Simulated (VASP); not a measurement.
Output of a VASP run:

**OSZICAR**
```
       N       E                     dE             d eps       ncg     rms          rms(c)
DAV:   1     0.399356969364E+03    0.39936E+03   -0.20832E+04   880   0.255E+03
DAV:   2     0.292028934700E+02   -0.37015E+03   -0.36415E+03   928   0.579E+02
DAV:   3    -0.243415650696E+02   -0.53544E+02   -0.52854E+02  1056   0.192E+02
DAV:   4    -0.263027630128E+02   -0.19612E+01   -0.19597E+01   968   0.417E+01
DAV:   5    -0.263585332314E+02   -0.55770E-01   -0.55762E-01  1120   0.708E+00    0.117E+01
DAV:   6    -0.226700745131E+02    0.36885E+01   -0.24484E+01  1472   0.520E+01    0.467E+00
DAV:   7    -0.226834130556E+02   -0.13339E-01   -0.22328E+00  1024   0.977E+00    0.257E+00
DAV:   8    -0.226879429437E+02   -0.45299E-02   -0.58188E-01  1280   0.585E+00    0.106E+00
DAV:   9    -0.226648168378E+02    0.23126E-01   -0.18237E-01  1352   0.427E+00    0.257E-01
DAV:  10    -0.226670970103E+02   -0.22802E-02   -0.20264E-02  1208   0.128E+00    0.205E-01
DAV:  11    -0.226661571562E+02    0.93985E-03   -0.67450E-03  1368   0.806E-01    0.321E-02
DAV:  12    -0.226662453920E+02   -0.88236E-04   -0.74941E-04   936   0.175E-01    0.507E-02
DAV:  13    -0.226662209484E+02    0.24444E-04   -0.18226E-04  1320   0.159E-01    0.686E-03
DAV:  14    -0.226662217819E+02   -0.83346E-06   -0.16020E-05  1112   0.372E-02    0.486E-03
DAV:  15    -0.226662220064E+02   -0.22450E-06   -0.12463E-06   832   0.128E-02
   1 F= -.22666222E+02 E0= -.22666222E+02  d E =-.107700E-07
```

### OUTCAR
```
------------------------ aborting loop because EDIFF is reached ----------------------------------------
  FORCE on cell =-STRESS in cart. coord.  units (eV):
  Direction    XX          YY          ZZ          XY          YZ          ZX
  --------------------------------------------------------------------------------------
  Total        2.2212098      2.2212098      1.6624304      0.0000000     -0.0000000      0.0000000
  in kB       50.9199086     50.9199086     38.1102231      0.0000000     -0.0000000      0.0000000
  external PRESSURE =      46.6500135 kB  Pullay stress =       0.0000000 kB
  volume of cell :       69.89
      direct lattice vectors                 reciprocal lattice vectors
     3.800000000  0.000000000  0.000000000     0.263157895  0.000000000  0.000000000
     0.000000000  3.800000000  0.000000000     0.000000000  0.263157895  0.000000000
     0.000000000  0.000000000  4.840000000     0.000000000  0.000000000  0.206611570
 POSITION                                       TOTAL-FORCE (eV/Angst)
 -----------------------------------------------------------------------------------
      1.90000      0.00000      3.68808        -0.000000      0.000000     -0.474578
      0.00000      1.90000      1.15192         0.000000      0.000000      0.474578
      1.90000      1.90000      0.00000         0.000000     -0.000000      0.000000
      0.00000      0.00000      0.00000         0.000000      0.000000      0.000000
 -----------------------------------------------------------------------------------
    total drift:                                0.000000      0.000000      0.000000
  FREE ENERGIE OF THE ION-ELECTRON SYSTEM (eV)
  ---------------------------------------------------
  free  energy   TOTEN  =       -22.6662220064 eV

  energy  without entropy=      -22.6662219956  energy(sigma->0) =      -22.66622200
```
(Selected blocks of OUTCAR.)

### POSCAR
```
SnO
1
    3.8000000000     0.0000000000     0.0000000000
    0.0000000000     3.8000000000     0.0000000000
    0.0000000000     0.0000000000     4.8400000000
Sn O
2 2
Direct
  0.5000000000   0.0000000000   0.7620000000
  0.0000000000   0.5000000000   0.2380000000
  0.5000000000   0.5000000000   0.0000000000
  0.0000000000   0.0000000000   0.0000000000
```

Q: Reconstruct the remaining input files.

A: This is not unique; one that fits is the input of the run itself, PBE GGA, plane waves, VASP's PBE PAW potentials (set 64).

**KPOINTS**
```
Automatic mesh
0
Monkhorst-Pack
6 6 5
0 0 0
```

INCAR:
```
SYSTEM  =  SnO
PREC  =  Accurate; ENCUT  =  520; LREAL  =  .FALSE.
LASPH  =  .TRUE.
EDIFF  =  1E-6; NELM  =  100; ALGO  =  Normal
LMAXMIX  =  4
ISMEAR  =  0; SIGMA  =  0.05
GGA  =  PE
ISIF  =  2
LWAVE  =  .FALSE.; LCHARG  =  .FALSE.
```

POTCAR, in this order: Sn_d O (PBE.64 set). Program: vasp_std.

The compound is SnO in the litharge structure. The cell was not relaxed at this level. The run is one of a series of settings (KPOINTS 6×6×5 Monkhorst-Pack mesh against the base run), some of them coarse on purpose.
